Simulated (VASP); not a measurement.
# Sc2InSb3 (P3m1) in VASP: single point with r2SCAN

Aim: the single point of Sc2InSb3 with r2SCAN.

Everything below comes from runs of VASP 6.6.1. Logs are shortened: lines on timing, memory, paths and dates and some standing lists are left out, and cuts for length are marked.

**1. The structure**

It takes space group P3m1 (No. 156, trigonal). The conventional cell has a = 4.315 Å, b = 4.315 Å, c = 10.807 Å, α = 90.00°, β = 90.00°, γ = 120.00°. Around Sc (site symmetry 3m) lie 6 Sb at 2.94 to 3.05 Å and 1 In at 3.31 Å. Sc (site symmetry 3m) has 6 Sb at 2.90 to 3.01 Å as nearest neighbours. In (site symmetry 3m) has 4 Sb at 2.76 to 2.93 Å as nearest neighbours. Sb (site symmetry 3m) has 3 In at 2.93 Å and 3 Sc at 3.05 Å as nearest neighbours. Sb (site symmetry 3m) is surrounded by 1 In at 2.76 Å and 3 Sc at 2.90 Å. Sb (site symmetry 3m) has 6 Sc at 2.94 to 3.01 Å as nearest neighbours.

The cell was built by a generator and needn't be a form met in nature.

**2. Single point, r2SCAN**

Contents of INCAR:

```
ALGO     = Normal         # electronic algorithm
EDIFF    = 1E-6           # SCF threshold, eV
ENCUT    = 520            # plane-wave cutoff, eV
ISIF     = 2              # what is computed and relaxed
ISMEAR   = 0              # smearing method
KPAR     = 2            
LASPH    = T              # aspherical terms in the spheres
LCHARG   = F              # write CHGCAR
LMIXTAU  = T            
LREAL    = F              # projectors in reciprocal space
LWAVE    = F              # write WAVECAR
METAGGA  = R2SCAN         # meta-GGA
NELM     = 150            # most SCF steps
PREC     = Accurate       # precision mode
SIGMA    = 0.1            # smearing width, eV
```

Contents of KPOINTS:

```
k-points
0
Gamma
  8 8 4
```

Contents of POSCAR:

```
Sc2InSb3
1.0
    4.3147260000      0.0000000000      0.0000000000
   -2.1573630000      3.7366630000      0.0000000000
    0.0000000000      0.0000000000     10.8071400000
Sc In Sb
2 1 3
Direct
    0.0000000000      0.0000000000      0.4568970000
    0.6666670000      0.3333330000      0.1570750000
    0.0000000000      0.0000000000      0.7636160000
    0.6666670000      0.3333330000      0.6203650000
    0.0000000000      0.0000000000      0.0193030000
    0.3333330000      0.6666670000      0.3128010000
```

Potentials or basis: VASP PAW PBE potentials, release 64 (Sc_sv, In_d, Sb).

Started as:

```
$ cat potpaw_PBE.64/Sc_sv/POTCAR potpaw_PBE.64/In_d/POTCAR potpaw_PBE.64/Sb/POTCAR > POTCAR
$ mpirun -np 2 vasp_std > vasp.out
```

OUTCAR:

```text
EDIFF = 1E-6
   ENCUT = 520
   ISIF = 2
   ISMEAR = 0
   LASPH = T
   LREAL = F
   METAGGA = R2SCAN
   NELM = 150
   PREC = Accurate

 ion  position               nearest neighbor table
   1  0.000  0.000  0.457-   6 2.94   6 2.94   6 2.94   4 3.05   4 3.05   4 3.05   3 3.31
   2  0.667  0.333  0.157-   5 2.90   5 2.90   5 2.90   6 3.01   6 3.01   6 3.01
   3  0.000  0.000  0.764-   5 2.76   4 2.93   4 2.93   4 2.93   1 3.31
   4  0.667  0.333  0.620-   3 2.93   3 2.93   3 2.93   1 3.05   1 3.05   1 3.05
   5  0.000  0.000  0.019-   3 2.76   2 2.90   2 2.90   2 2.90
   6  0.333  0.667  0.313-   1 2.94   1 2.94   1 2.94   2 3.01   2 3.01   2 3.01

  LATTYP: Found a hexagonal cell.
 ALAT       =     4.3147260000
 C/A-ratio  =     2.5047106120

  Lattice vectors:

 A1 = (   4.3147260000,   0.0000000000,   0.0000000000)
 A2 = (  -2.1573630000,   3.7366630000,   0.0000000000)
 A3 = (   0.0000000000,   0.0000000000,  10.8071400000)

Analysis of symmetry for initial positions (statically):
=====================================================================
 Subroutine PRICEL returns:
 Original cell was already a primitive cell.

 Routine SETGRP: Setting up the symmetry group for a
 hexagonal supercell.

 Subroutine GETGRP returns: Found  6 space group operations
 (whereof  6 operations were pure point group operations)
 out of a pool of 24 trial point group operations.

The static configuration has the point symmetry C_3v.

Analysis of symmetry for dynamics (positions and initial velocities):
=====================================================================
 Subroutine PRICEL returns:
 Original cell was already a primitive cell.

 Routine SETGRP: Setting up the symmetry group for a
 hexagonal supercell.

 Subroutine GETGRP returns: Found  6 space group operations
 (whereof  6 operations were pure point group operations)
 out of a pool of 24 trial point group operations.

The dynamic configuration has the point symmetry C_3v.

 Subroutine INISYM returns: Found  6 space group operations
 (whereof  6 operations are pure point group operations),
 and found     1 'primitive' translations

----------------------------------------------------------------------------------------

                                     Primitive cell

  volume of cell :     174.2400

  direct lattice vectors                    reciprocal lattice vectors
     4.314726000  0.000000000  0.000000000     0.231764427  0.133809230  0.000000000
    -2.157363000  3.736663000  0.000000000     0.000000000  0.267618461  0.000000000
     0.000000000  0.000000000 10.807140000     0.000000000  0.000000000  0.092531419

  length of vectors
     4.314726000  4.314726583 10.807140000     0.267618497  0.267618461  0.092531419

  position of ions in fractional coordinates (direct lattice)
     0.000000000  0.000000000  0.456897000
     0.666667000  0.333333000  0.157075000
     0.000000000  0.000000000  0.763616000
     0.666667000  0.333333000  0.620365000
     0.000000000  0.000000000  0.019303000
     0.333333000  0.666667000  0.312801000

  ion indices of the primitive-cell ions
   primitive index   ion index
                 1           1
                 2           2
                 3           3
                 4           4
                 5           5
                 6           6

----------------------------------------------------------------------------------------

 KPOINTS: k-points

Automatic generation of k-mesh.
 Grid dimensions read from file:
 generate k-points for:    8    8    4

 Generating k-lattice:

  Cartesian coordinates                     Fractional coordinates (reciprocal lattice)
     0.028970553  0.016726154  0.000000000     0.125000000 -0.000000000  0.000000000
     0.000000000  0.033452308  0.000000000     0.000000000  0.125000000  0.000000000
     0.000000000  0.000000000  0.023132855     0.000000000  0.000000000  0.250000000

  Length of vectors
     0.033452312  0.033452308  0.023132855

  Shift w.r.t. Gamma in fractional coordinates (k-lattice)
     0.000000000  0.000000000  0.000000000

 Subroutine IBZKPT returns following result:
 ===========================================

 Found     35 irreducible k-points:

 Following reciprocal coordinates:
            Coordinates               Weight
  0.000000  0.000000  0.000000      1.000000
  0.125000 -0.000000  0.000000      6.000000
  0.250000 -0.000000  0.000000      6.000000
  0.375000 -0.000000  0.000000      6.000000
  0.500000 -0.000000  0.000000      3.000000
  0.125000  0.125000  0.000000      6.000000
[... 16 lines left out ...]
 -0.125000  0.500000  0.250000     12.000000
  0.250000  0.250000  0.250000     12.000000
 [... further k-points ...]
   k-points           NKPTS =     35   k-points in BZ     NKDIM =     35   number of bands    NBANDS=     30
   number of dos      NEDOS =    301   number of ions     NIONS =      6
   total plane-waves  NPLWV =  81920
   dimension x,y,z NGX =    32 NGY =   32 NGZ =   80
   dimension x,y,z NGXF=    64 NGYF=   64 NGZF=  160
   ions per type =               2   1   3
   NGX,Y,Z   is equivalent  to a cutoff of  12.33, 12.33, 12.31 a.u.
   NGXF,Y,Z  is equivalent  to a cutoff of  24.66, 24.66, 24.61 a.u.
 SYSTEM =  unknown system
   PREC   = accura    normal or accurate (medium, high low for compatibility)
   ISTART =      0    job   : 0-new  1-cont  2-samecut
   ICHARG =      2    charge: 1-file 2-atom 10-const
   ISPIN  =      1    spin polarized calculation?
   LNONCOLLINEAR =      F non collinear calculations
   LSORBIT =      F    spin-orbit coupling
   LASPH  =      T    aspherical Exc in radial PAW
   ENCUT  =  520.0 eV  38.22 Ry    6.18 a.u.   8.02  8.02 20.09*2*pi/ulx,y,z
   NELM   =    150;   NELMIN=  2; NELMDL= -5     # of ELM steps
   EDIFF  = 0.1E-05   stopping-criterion for ELM
   LREAL  =      F    real-space projection
   EDIFFG = 0.1E-04   stopping-criterion for IOM
   NSW    =      0    number of steps for IOM
   IBRION =     -1    ionic relax: 0-MD 1-quasi-New 2-CG
   NFREE  =      0    steps in history (QN), initial steepest desc. (CG)
   ISIF   =      2    stress and relaxation
   ISYM   =      2    0-nonsym 1-usesym 2-fastsym
   POTIM  = 0.5000    time-step for ionic-motion
   TEBEG  =    0.0;   TEEND  =   0.0 temperature during run
   PSTRESS=    0.0 pullay stress
   NELECT =      50.0000    total number of electrons
   NUPDOWN=      -1.0000    fix difference up-down
   EMIN   =  10.00;   EMAX   =-10.00  energy-range for DOS
   EFERMI =   0.00;   METHOD = LEGACY
   ISMEAR =     0;   SIGMA  =   0.10  broadening in eV -4-tet -1-fermi 0-gaus
   EFERMI_NEDOS =   21; number of points for ismear=-14 and -15
   IALGO  =     38    algorithm
   IMIX   =      4    mixing-type and parameters
     AMIX     =   0.40;   BMIX     =  1.00
     AMIX_MAG =   1.60;   BMIX_MAG =  1.00
  volume/ion in A,a.u.               =      29.04       195.97
  Fermi-wavevector in a.u.,A,eV,Ry     =   1.079814  2.040552 15.864362  1.165998
  Thomas-Fermi vector in A             =   2.215789
   LORBIT       =      0    0 simple, 1 ext, 2 COOP (PROOUT), +10 PAW based schemes
   METAGGA = R2SCAN    functional components
   LHFCALC =     F    Hartree Fock is set to
   AEXX    =    0.0000 exact exchange contribution
   IVDW    =     0    specifies the selected vdW correction
   LEPSILON=     F    determine dielectric tensor
   LRPA    =     F    only Hartree local field effects (RPA)
 non-spin polarized calculation
 Gauss-broadening in eV      SIGMA  =   0.10
  energy-cutoff  :      520.00
  volume of cell :      174.24
 maximum number of plane-waves:      4716
   NGX = 17   NGY = 17   NGZ = 41

 number of electron      50.0000003 magnetization

 Free energy of the ion-electron system (eV)
  ---------------------------------------------------
  ext. energy  EPLUGINS =         0.00000000
  ---------------------------------------------------
  free energy    TOTEN  =      -126.47085531 eV

  energy without entropy =     -126.46275866  energy(sigma->0) =     -126.46680698

 E-fermi :   5.5279     XC(G=0):  -9.9022

 val. band max:        5.5234506128   @ k =   0.1250  -0.0000   0.0000
 cond. band min:       5.5626667267   @ k =   0.3750  -0.0000   0.5000
 fundamental gap:      0.0392161140
 Fermi energy:         5.5278761533

 k-point     1 :       0.0000    0.0000    0.0000
  band No.  band energies     occupation
      1     -47.1106      2.00000
      2     -46.4644      2.00000
      3     -24.7804      2.00000
      4     -24.7516      2.00000
      5     -24.7515      2.00000
      6     -24.1234      2.00000
[... 22 lines left out ...]
     29       6.6621      0.00000
     30       7.2663      0.00000

 k-point     2 :       0.1250   -0.0000    0.0000
  band No.  band energies     occupation
      1     -47.1105      2.00000
      2     -46.4643      2.00000
      3     -24.7797      2.00000
      4     -24.7547      2.00000
      5     -24.7522      2.00000
      6     -24.1268      2.00000
[... 22 lines left out ...]
     29       7.1573      0.00000
     30       7.2910      0.00000

 k-point     3 :       0.2500   -0.0000    0.0000
  band No.  band energies     occupation
      1     -47.1101      2.00000
      2     -46.4638      2.00000
      3     -24.7780      2.00000
      4     -24.7622      2.00000
      5     -24.7539      2.00000
      6     -24.1351      2.00000
[... 22 lines left out ...]
     29       7.1090      0.00000
     30       7.3934      0.00000

 k-point     4 :       0.3750   -0.0000    0.0000
  band No.  band energies     occupation
      1     -47.1097      2.00000
      2     -46.4634      2.00000
      3     -24.7764      2.00000
      4     -24.7696      2.00000
      5     -24.7556      2.00000
      6     -24.1433      2.00000
[... 616 lines left out ...]
     29       7.1573      0.00000
     30       7.2969      0.00000

 k-point    23 :      -0.1250    0.5000    0.2500
  band No.  band energies     occupation
      1     -47.1095      2.00000
      2     -46.4632      2.00000
      3     -24.7757      2.00000
      4     -24.7710      2.00000
      5     -24.7580      2.00000
      6     -24.1448      2.00000
[... 22 lines left out ...]
     29       7.1591      0.00000
     30       7.3400      0.00000

 k-point    24 :       0.2500    0.2500    0.2500
  band No.  band energies     occupation
      1     -47.1095      2.00000
      2     -46.4632      2.00000
      3     -24.7756      2.00000
      4     -24.7688      2.00000
      5     -24.7604      2.00000
      6     -24.1422      2.00000
[... 22 lines left out ...]
     29       7.2021      0.00000
     30       7.3805      0.00000

 [... further k-points ...]

------------------------ aborting loop because EDIFF is reached ----------------------------------------

  FORCE on cell =-STRESS in cart. coord.  units (eV):
  Direction    XX          YY          ZZ          XY          YZ          ZX
  --------------------------------------------------------------------------------------
  -------------------------------------------------------------------------------------
  Total       -0.4118046     -0.4118048     -1.0508811      0.0000000      0.0000000      0.0000000
  in kB       -3.7866387     -3.7866401     -9.6630948      0.0000000      0.0000000      0.0000000
  external PRESSURE =      -5.7454578 kB  Pullay stress =       0.0000000 kB

 VOLUME and BASIS-vectors are now :
 -----------------------------------------------------------------------------
  energy-cutoff  :      520.00
  volume of cell :      174.24
      direct lattice vectors                 reciprocal lattice vectors
     4.314726000  0.000000000  0.000000000     0.231764427  0.133809230  0.000000000
    -2.157363000  3.736663000  0.000000000     0.000000000  0.267618461  0.000000000
     0.000000000  0.000000000 10.807140000     0.000000000  0.000000000  0.092531419

 POSITION                                       TOTAL-FORCE (eV/Angst)
 -----------------------------------------------------------------------------------
      0.00000      0.00000      4.93775         0.000000     -0.000000     -0.029583
      2.15737      1.24555      1.69753         0.000000     -0.000000     -0.190409
      0.00000      0.00000      8.25251         0.000000     -0.000000      0.054009
      2.15737      1.24555      6.70437        -0.000000      0.000000      0.221515
      0.00000      0.00000      0.20861         0.000000     -0.000000     -0.161948
     -0.00000      2.49111      3.38048        -0.000000     -0.000000      0.106416
 -----------------------------------------------------------------------------------
    total drift:                               -0.002537      0.001461     -0.000833

  FREE ENERGIE OF THE ION-ELECTRON SYSTEM (eV)
  ---------------------------------------------------
  free  energy   TOTEN  =      -126.4708553109 eV

  energy  without entropy=     -126.4627586558  energy(sigma->0) =     -126.46680698
```

It took 3.7 min on 2 MPI ranks of Intel Xeon 6975P-C (Granite Rapids), shared host; peak memory 0.43 GiB.

Results:

```
Free energy            : -126.4709 eV
Pressure               : -0.6 GPa
Largest force          : 0.222 eV/Å
Band gap on the k mesh : none (metal or under the smearing width)
```

Forces in eV/Å, atoms in the order of the input:
```
Sc   0.000  0.000 -0.030
Sc   0.000  0.000 -0.190
In   0.000  0.000  0.054
Sb   0.000  0.000  0.222
Sb   0.000  0.000 -0.162
Sb   0.000  0.000  0.106
```

Caveat: the PAW data sets were made with another functional, which shifts forces and pressure a little.
